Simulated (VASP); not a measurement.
# ZnRe2 (Fm-3m) in VASP: settings compared

Aim: see how the results for ZnRe2 move with the level of theory and the settings. Levels: r2SCAN, revTPSS, r2SCAN+D4. Tasks: relaxation of cell and atoms.

Program: VASP 6.6.1. These are calculated values, not measurements. Logs are shortened: lines on timing, memory, paths and dates and some standing lists are left out, and cuts for length are marked.

### Step 1. The structure

The structure is cubic, space group Fm-3m (No. 225). The conventional cell has a = 5.753 Å, b = 5.753 Å, c = 5.753 Å, α = 90.00°, β = 90.00°, γ = 90.00°. Zn (site symmetry m-3m) has 8 Re at 2.49 Å as nearest neighbours. Around Re (site symmetry -43m) lie 4 Zn at 2.49 Å.

The cell was built by a generator and needn't be a form met in nature.

### Step 2. Relaxation of cell and atoms, r2SCAN

Input file INCAR:

```
SYSTEM = ZnRe2
PREC = Accurate
ENCUT = 600
EDIFF = 1E-7
ISMEAR = 1
SIGMA = 0.1
LREAL = .FALSE.
LASPH = .TRUE.
NELM = 100
ALGO = Normal
ISIF = 3
LWAVE = .FALSE.
LCHARG = .FALSE.
METAGGA = R2SCAN
LMIXTAU = .TRUE.
IBRION = 2
NSW = 40
EDIFFG = -0.01
```

Input file KPOINTS:

```
Automatic mesh
0
G
  8 8 8
  0 0 0
```

Input file POSCAR:

```
ZnRe2
1.0
    0.0000000000      2.8766070000      2.8766070000
    2.8766070000      0.0000000000      2.8766070000
    2.8766070000      2.8766070000      0.0000000000
Zn Re
1 2
Direct
    0.0000000000      0.0000000000      0.0000000000
    0.7500000000      0.7500000000      0.7500000000
    0.2500000000      0.2500000000      0.2500000000
```

Potentials or basis: VASP PAW PBE potentials, release 64 (Zn, Re).

Started as:

```bash
$ cat potpaw_PBE.64/Zn/POTCAR potpaw_PBE.64/Re/POTCAR > POTCAR
$ mpirun -np 1 vasp_std > vasp.out
```

OUTCAR:

```text
SYSTEM = ZnRe2
   PREC = Accurate
   ENCUT = 600
   EDIFF = 1E-7
   ISMEAR = 1
   LREAL = .FALSE.
   LASPH = .TRUE.
   NELM = 100
   ISIF = 3
   METAGGA = R2SCAN
   IBRION = 2
   NSW = 40
   EDIFFG = -0.01

 ion  position               nearest neighbor table
   1  0.000  0.000  0.000-   2 2.49   2 2.49   2 2.49   2 2.49   3 2.49   3 2.49   3 2.49   3 2.49

   2  0.750  0.750  0.750-   1 2.49   1 2.49   1 2.49   1 2.49   3 2.88   3 2.88   3 2.88   3 2.88
                             3 2.88   3 2.88
   3  0.250  0.250  0.250-   1 2.49   1 2.49   1 2.49   1 2.49   2 2.88   2 2.88   2 2.88   2 2.88
                             2 2.88   2 2.88

  LATTYP: Found a face centered cubic cell.
 ALAT       =     5.7532140000

  Lattice vectors:

 A1 = (   0.0000000000,   2.8766070000,   2.8766070000)
 A2 = (   2.8766070000,   0.0000000000,   2.8766070000)
 A3 = (   2.8766070000,   2.8766070000,   0.0000000000)

Analysis of symmetry for initial positions (statically):
=====================================================================
 Subroutine PRICEL returns:
 Original cell was already a primitive cell.

 Routine SETGRP: Setting up the symmetry group for a
 face centered cubic supercell.

 Subroutine GETGRP returns: Found 48 space group operations
 (whereof 48 operations were pure point group operations)
 out of a pool of 48 trial point group operations.

The static configuration has the point symmetry O_h .

Analysis of symmetry for dynamics (positions and initial velocities):
=====================================================================
 Subroutine PRICEL returns:
 Original cell was already a primitive cell.

 Routine SETGRP: Setting up the symmetry group for a
 face centered cubic supercell.

 Subroutine GETGRP returns: Found 48 space group operations
 (whereof 48 operations were pure point group operations)
 out of a pool of 48 trial point group operations.

The dynamic configuration has the point symmetry O_h .

 Subroutine INISYM returns: Found 48 space group operations
 (whereof 48 operations are pure point group operations),
 and found     1 'primitive' translations

----------------------------------------------------------------------------------------

                                     Primitive cell

  volume of cell :      47.6071

  direct lattice vectors                    reciprocal lattice vectors
     0.000000000  2.876607000  2.876607000    -0.173815888  0.173815888  0.173815888
     2.876607000  0.000000000  2.876607000     0.173815888 -0.173815888  0.173815888
     2.876607000  2.876607000  0.000000000     0.173815888  0.173815888 -0.173815888

  length of vectors
     4.068136633  4.068136633  4.068136633     0.301057949  0.301057949  0.301057949

  position of ions in fractional coordinates (direct lattice)
     0.000000000  0.000000000  0.000000000
     0.750000000  0.750000000  0.750000000
     0.250000000  0.250000000  0.250000000

  ion indices of the primitive-cell ions
   primitive index   ion index
                 1           1
                 2           2
                 3           3

----------------------------------------------------------------------------------------

 KPOINTS: Automatic mesh

Automatic generation of k-mesh.
 Grid dimensions read from file:
 generate k-points for:    8    8    8

 Generating k-lattice:

  Cartesian coordinates                     Fractional coordinates (reciprocal lattice)
    -0.021726986  0.021726986  0.021726986     0.125000000  0.000000000  0.000000000
     0.021726986 -0.021726986  0.021726986     0.000000000  0.125000000  0.000000000
     0.021726986  0.021726986 -0.021726986     0.000000000  0.000000000  0.125000000

  Length of vectors
     0.037632244  0.037632244  0.037632244

  Shift w.r.t. Gamma in fractional coordinates (k-lattice)
     0.000000000  0.000000000  0.000000000

 Subroutine IBZKPT returns following result:
 ===========================================

 Found     29 irreducible k-points:

 Following reciprocal coordinates:
            Coordinates               Weight
  0.000000  0.000000  0.000000      1.000000
  0.125000  0.000000  0.000000      8.000000
  0.250000  0.000000  0.000000      8.000000
  0.375000  0.000000  0.000000      8.000000
  0.500000  0.000000  0.000000      4.000000
  0.125000  0.125000  0.000000      6.000000
[... 16 lines left out ...]
  0.500000  0.250000  0.125000     48.000000
 -0.375000  0.250000  0.125000     24.000000
 [... further k-points ...]
   k-points           NKPTS =     29   k-points in BZ     NKDIM =     29   number of bands    NBANDS=     17
   number of dos      NEDOS =    301   number of ions     NIONS =      3
   total plane-waves  NPLWV =  46656
   dimension x,y,z NGX =    36 NGY =   36 NGZ =   36
   dimension x,y,z NGXF=    72 NGYF=   72 NGZF=   72
   ions per type =               1   2
   NGX,Y,Z   is equivalent  to a cutoff of  14.71, 14.71, 14.71 a.u.
   NGXF,Y,Z  is equivalent  to a cutoff of  29.42, 29.42, 29.42 a.u.
 SYSTEM =  ZnRe2
   PREC   = accura    normal or accurate (medium, high low for compatibility)
   ISTART =      0    job   : 0-new  1-cont  2-samecut
   ICHARG =      2    charge: 1-file 2-atom 10-const
   ISPIN  =      1    spin polarized calculation?
   LNONCOLLINEAR =      F non collinear calculations
   LSORBIT =      F    spin-orbit coupling
   LASPH  =      T    aspherical Exc in radial PAW
   ENCUT  =  600.0 eV  44.10 Ry    6.64 a.u.   8.13  8.13  8.13*2*pi/ulx,y,z
   NELM   =    100;   NELMIN=  2; NELMDL= -5     # of ELM steps
   EDIFF  = 0.1E-06   stopping-criterion for ELM
   LREAL  =      F    real-space projection
   EDIFFG = -.1E-01   stopping-criterion for IOM
   NSW    =     40    number of steps for IOM
   IBRION =      2    ionic relax: 0-MD 1-quasi-New 2-CG
   NFREE  =      1    steps in history (QN), initial steepest desc. (CG)
   ISIF   =      3    stress and relaxation
   ISYM   =      2    0-nonsym 1-usesym 2-fastsym
   POTIM  = 0.5000    time-step for ionic-motion
   TEBEG  =    0.0;   TEEND  =   0.0 temperature during run
   PSTRESS=    0.0 pullay stress
   NELECT =      26.0000    total number of electrons
   NUPDOWN=      -1.0000    fix difference up-down
   EMIN   =  10.00;   EMAX   =-10.00  energy-range for DOS
   EFERMI =   0.00;   METHOD = LEGACY
   ISMEAR =     1;   SIGMA  =   0.10  broadening in eV -4-tet -1-fermi 0-gaus
   EFERMI_NEDOS =   21; number of points for ismear=-14 and -15
   IALGO  =     38    algorithm
   IMIX   =      4    mixing-type and parameters
     AMIX     =   0.40;   BMIX     =  1.00
     AMIX_MAG =   1.60;   BMIX_MAG =  1.00
  volume/ion in A,a.u.               =      15.87       107.09
  Fermi-wavevector in a.u.,A,eV,Ry     =   1.338162  2.528760 24.363653  1.790678
  Thomas-Fermi vector in A             =   2.466654
   LORBIT       =      0    0 simple, 1 ext, 2 COOP (PROOUT), +10 PAW based schemes
   METAGGA = R2SCAN    functional components
   LHFCALC =     F    Hartree Fock is set to
   AEXX    =    0.0000 exact exchange contribution
   IVDW    =     0    specifies the selected vdW correction
   LEPSILON=     F    determine dielectric tensor
   LRPA    =     F    only Hartree local field effects (RPA)
 conjugate gradient relaxation of ions
 non-spin polarized calculation
 Methfessel and Paxton  Order N= 1 SIGMA  =   0.10
  energy-cutoff  :      600.00
  volume of cell :       47.61
 maximum number of plane-waves:      1639
 NGX is ok and might be reduce to    36
   NGX = 17   NGY = 17   NGZ = 17

--------------------------------------- Ionic step        1  -------------------------------------------

 number of electron      25.9999992 magnetization

 Free energy of the ion-electron system (eV)
  ---------------------------------------------------
  ext. energy  EPLUGINS =         0.00000000
  ---------------------------------------------------
  free energy    TOTEN  =      -109.86434929 eV

  energy without entropy =     -109.86240392  energy(sigma->0) =     -109.86370083

------------------------ aborting loop because EDIFF is reached ----------------------------------------

  FORCE on cell =-STRESS in cart. coord.  units (eV):
  Direction    XX          YY          ZZ          XY          YZ          ZX
  --------------------------------------------------------------------------------------
  -------------------------------------------------------------------------------------
  Total       -0.0829048     -0.0829048     -0.0829048      0.0000000     -0.0000000      0.0000000
  in kB       -2.7900930     -2.7900930     -2.7900930      0.0000000     -0.0000000      0.0000000
  external PRESSURE =      -2.7900930 kB  Pullay stress =       0.0000000 kB

 VOLUME and BASIS-vectors are now :
 -----------------------------------------------------------------------------
  energy-cutoff  :      600.00
  volume of cell :       47.61
      direct lattice vectors                 reciprocal lattice vectors
     0.000000000  2.876607000  2.876607000    -0.173815888  0.173815888  0.173815888
     2.876607000  0.000000000  2.876607000     0.173815888 -0.173815888  0.173815888
     2.876607000  2.876607000  0.000000000     0.173815888  0.173815888 -0.173815888
[... 38 lines left out ...]
 POSITION                                       TOTAL-FORCE (eV/Angst)
 -----------------------------------------------------------------------------------
      2.87277     -0.00000      2.87277        -0.000000     -0.000000     -0.000000
      4.30916      4.30916      4.30916        -0.000000     -0.000000     -0.000000
      1.43639      1.43639      1.43639         0.000000      0.000000      0.000000
 -----------------------------------------------------------------------------------
    total drift:                                0.000000      0.000000      0.000000

  FREE ENERGIE OF THE ION-ELECTRON SYSTEM (eV)
  ---------------------------------------------------
  free  energy   TOTEN  =      -109.8641233051 eV

  energy  without entropy=     -109.8621840278  energy(sigma->0) =     -109.86347688

--------------------------------------- Ionic step        3  -------------------------------------------

 number of electron      25.9999992 magnetization

 Free energy of the ion-electron system (eV)
  ---------------------------------------------------
  ext. energy  EPLUGINS =         0.00000000
  ---------------------------------------------------
  free energy    TOTEN  =      -109.86439975 eV

  energy without entropy =     -109.86245637  energy(sigma->0) =     -109.86375195

 E-fermi :   5.3820     XC(G=0): -13.6494

 val. band max:        5.3795752492   @ k =   0.3750   0.1250   0.0000
 cond. band min:       5.3867203871   @ k =   0.3750   0.0000   0.0000
 fundamental gap:      0.0071451379
 Fermi energy:         5.3819730551

 k-point     1 :       0.0000    0.0000    0.0000
  band No.  band energies     occupation
      1      -4.8406      2.00000
      2      -2.9498      2.00000
      3      -2.9498      2.00000
      4      -2.7361      2.00000
      5      -2.7360      2.00000
      6      -2.7360      2.00000
[... 9 lines left out ...]
     16       9.0884      0.00000
     17      11.7980      0.00000
[... 441 lines left out ...]
 k-point    24 :      -0.3750    0.2500    0.1250
  band No.  band energies     occupation
      1      -3.0073      2.00000
      2      -2.9502      2.00000
      3      -2.8279      2.00000
      4      -2.7479      2.00000
      5      -2.6572      2.00000
      6      -1.4955      2.00000
[... 9 lines left out ...]
     16       5.9935     -0.00000
     17       6.3652     -0.00000

 [... further k-points ...]

------------------------ aborting loop because EDIFF is reached ----------------------------------------

  FORCE on cell =-STRESS in cart. coord.  units (eV):
  Direction    XX          YY          ZZ          XY          YZ          ZX
  --------------------------------------------------------------------------------------
  -------------------------------------------------------------------------------------
  Total       -0.0021138     -0.0021138     -0.0021138      0.0000000     -0.0000000      0.0000000
  in kB       -0.0712244     -0.0712244     -0.0712244      0.0000000     -0.0000000      0.0000000
  external PRESSURE =      -0.0712244 kB  Pullay stress =       0.0000000 kB

 VOLUME and BASIS-vectors are now :
 -----------------------------------------------------------------------------
  energy-cutoff  :      600.00
  volume of cell :       47.55
      direct lattice vectors                 reciprocal lattice vectors
     0.000000000  2.875433671  2.875433671    -0.173886814  0.173886814  0.173886814
     2.875433671 -0.000000000  2.875433671     0.173886814 -0.173886814  0.173886814
     2.875433671  2.875433671  0.000000000     0.173886814  0.173886814 -0.173886814

 POSITION                                       TOTAL-FORCE (eV/Angst)
 -----------------------------------------------------------------------------------
      0.00000      0.00000      0.00000        -0.000000      0.000000     -0.000000
      4.31315      4.31315      4.31315        -0.000000     -0.000000      0.000000
      1.43772      1.43772      1.43772         0.000000      0.000000     -0.000000
 -----------------------------------------------------------------------------------
    total drift:                               -0.000000      0.000000      0.000000

  FREE ENERGIE OF THE ION-ELECTRON SYSTEM (eV)
  ---------------------------------------------------
  free  energy   TOTEN  =      -109.8643997456 eV

  energy  without entropy=     -109.8624563727  energy(sigma->0) =     -109.86375195

 reached required accuracy - stopping structural energy minimisation
```

Wall time 6.1 min (1 thread of Intel Xeon Platinum 8559C (Emerald Rapids), shared host); peak memory 0.23 GiB.

Results:

```yaml
Free_energy: -109.8644 eV
Relaxed_volume: 15.85 Å³/atom
Relaxed_cell: a = 4.066 Å, b = 4.066 Å, c = 4.066 Å, α = 60.00°, β = 60.00°, γ = 60.00°
Space_group_after_relaxing_to_0.05_Å: Fm-3m (No. 225)
Energy_gained_by_relaxing: 0.0 meV/atom
Ionic_steps: 3
Pressure_after_relaxing: 0.0 GPa
Band_gap_on_the_k_mesh: none (metal or under the smearing width)
```

Final structure:
```
Zn Re
1.0
     0.00000    2.87543    2.87543
     2.87543    0.00000    2.87543
     2.87543    2.87543    0.00000
Zn Re
1 2
Direct
  0.00000 0.00000 0.00000
  0.75000 0.75000 0.75000
  0.25000 0.25000 0.25000
```

Caveat: the PAW data sets were made with another functional, which shifts forces and pressure a little. The run has no spin-orbit coupling, so splittings on Re are missing.

(Continued in part 2 of 2.)
